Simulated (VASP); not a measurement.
VASP ran on this input.

**POSCAR**
```
LuSe
1.0
  0.0000000000   2.7753169266   2.7753169266
  2.7753169266   0.0000000000   2.7753169266
  2.7753169266   2.7753169266   0.0000000000
Se Lu
1 1
Cart
  2.7753169266   2.7753169266   2.7753169266
  0.0000000000   0.0000000000   0.0000000000
```

INCAR:
```
ALGO = Normal
EDIFF = 1E-6
EDIFFG = -0.01
ENCUT = 400
GGA = PS
IBRION = 2
ISIF = 3
ISMEAR = 1
LASPH = T
LCHARG = F
LMAXMIX = 6
LREAL = F
LWAVE = F
NELM = 100
NSW = 60
PREC = Accurate
SIGMA = 0.1
SYSTEM = LuSe
```

File KPOINTS:
```
Automatic
0
G
 10 10 10
0 0 0
```

POTCAR, in this order: Se Lu_3 (PBE.64 set). Program: vasp_std.

Task: Translate this PBEsol calculation to Quantum ESPRESSO's pw.x.

Result: One equivalent input (not run):
```
&CONTROL
  calculation = 'vc-relax'
  pseudo_dir = './pseudo'
  outdir = './out'
  tprnfor = .true.
  tstress = .true.
  nstep = 60
  forc_conv_thr = 0.00039
/
&SYSTEM
  ibrav = 0
  nat = 2
  ntyp = 2
  ecutwfc = 100
  occupations = 'smearing'
  smearing = 'methfessel-paxton'
  degauss = 0.00735
  input_dft = 'pbesol'
/
&ELECTRONS
  conv_thr = 7.3e-08
  electron_maxstep = 100
/
&IONS
/
&CELL
/
ATOMIC_SPECIES
  Se 78.971 Se.upf
  Lu 174.967 Lu.upf
CELL_PARAMETERS angstrom
     0.0000000    2.7753169    2.7753169
     2.7753169    0.0000000    2.7753169
     2.7753169    2.7753169    0.0000000
ATOMIC_POSITIONS crystal
  Se   0.5000000  0.5000000  0.5000000
  Lu   0.0000000  0.0000000  0.0000000
K_POINTS automatic
  10 10 10 0 0 0
```
The two are equivalent in intent, not identical: the potentials are each code's own (VASP's PAW set, PseudoDojo norm-conserving files in pw.x), so ENCUT and ecutwfc are chosen apart and not converted; conv_thr bounds pw.x's estimated SCF error, while EDIFF bounds the energy change between steps; forc_conv_thr acts on force components and is met together with etot_conv_thr.

The structure comes from a measured LuSe entry (Fm-3m) of the Crystallography Open Database, whose conditions weren't checked. This run relaxes it. Symmetry was kept, so distortions that lower it aren't found. The start is the result of an earlier pass.
